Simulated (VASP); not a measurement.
# W (relaxed from the simple-cubic structure, space group Pm-3m): computed properties

These are r2SCAN meta-GGA, VASP's PBE PAW potentials (set 64) (plane waves; VASP 6.6.1) values and carry that method's errors.

For W, the space group is Pm-3m (221), the cell comes out as a = b = c = 2.6212 Å, α = β = γ = 90.00° and the volume per atom is 18.01 Å³/atom. The band gap (over mesh and band path) comes out as none (metal, semimetal or under 0.01 eV), the band gap with spin-orbit coupling is none (metallic) and the density is 16.95 g/cm³.

Space group Pm-3m (No. 221); a = b = c = 2.6212 Å, α = β = γ = 90.00°

```
atom  site  symmetry       x       y       z
----  ----  --------  ------  ------  ------
W       1a      m-3m  0.0000  0.0000  0.0000
```

Unless said otherwise, spin-orbit coupling is left out, though it shifts the bands of the heavy elements here.

The structure was generated: W was put into the simple-cubic type (Pm-3m), which need not be its known phase. It was relaxed first. Symmetry was kept, so distortions that lower it aren't found.
